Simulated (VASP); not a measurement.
An input for Quantum ESPRESSO's pw.x (written as the equivalent of a VASP run, and not itself run):

```
&CONTROL
  calculation = 'vc-relax'
  pseudo_dir = './pseudo'
  outdir = './out'
  tprnfor = .true.
  tstress = .true.
  nstep = 60
  forc_conv_thr = 0.00078
/
&SYSTEM
  ibrav = 0
  nat = 4
  ntyp = 2
  ecutwfc = 82
  occupations = 'smearing'
  smearing = 'gaussian'
  degauss = 0.003675
  input_dft = 'vdw-df-ob86'
/
&ELECTRONS
  conv_thr = 7.3e-08
  electron_maxstep = 100
/
&IONS
/
&CELL
/
ATOMIC_SPECIES
  Ag 107.868 Ag.upf
  I 126.904 I.upf
CELL_PARAMETERS angstrom
     2.3075824   -3.9968503    0.0000000
     2.3075824    3.9968503    0.0000000
     0.0000000    0.0000000    7.5442533
ATOMIC_POSITIONS crystal
  Ag   0.6666670  0.3333330  0.5000850
  Ag   0.3333330  0.6666670  0.0000850
  I    0.6666670  0.3333330  0.8749150
  I    0.3333330  0.6666670  0.3749150
K_POINTS automatic
  5 5 3 0 0 0
```

**Question.** Translate this input to VASP (INCAR, KPOINTS, POSCAR, choice of POTCAR).

**Answer.** One answer among several that fit: 
INCAR:
```
SYSTEM = AgI
PREC = Accurate
ENCUT = 520
EDIFF = 1E-6
NELM = 100
ALGO = Normal
LREAL = .FALSE.
LASPH = .TRUE.
ISMEAR = 0
SIGMA = 0.05
GGA = MK
PARAM1 = 0.1234
PARAM2 = 1.0
LUSE_VDW = .TRUE.
AGGAC = 0.0
LMAXMIX = 4
LWAVE = .FALSE.
LCHARG = .FALSE.
IBRION = 2
ISIF = 3
NSW = 60
EDIFFG = -0.02
```

File POSCAR:
```
AgI
1
    2.3075823518    -3.9968502790     0.0000000000
    2.3075823518     3.9968502790     0.0000000000
    0.0000000000     0.0000000000     7.5442533031
Ag I
2 2
Direct
  0.6666670000   0.3333330000   0.5000850071
  0.3333330000   0.6666670000   0.0000850071
  0.6666670000   0.3333330000   0.8749149929
  0.3333330000   0.6666670000   0.3749149929
```

### KPOINTS
```
Automatic mesh
0
Gamma
5 5 3
0 0 0
```

POTCAR, in this order: Ag I (PBE.64 set). Program: vasp_std.

Limits of the translation: the potentials are each code's own (VASP's PAW set, PseudoDojo norm-conserving files in pw.x), so ENCUT and ecutwfc are chosen apart and not converted; conv_thr bounds pw.x's estimated SCF error, while EDIFF bounds the energy change between steps; forc_conv_thr acts on force components and is met together with etot_conv_thr.

The compound is AgI in the wurtzite structure. It was relaxed first. The start is the result of an earlier pass.
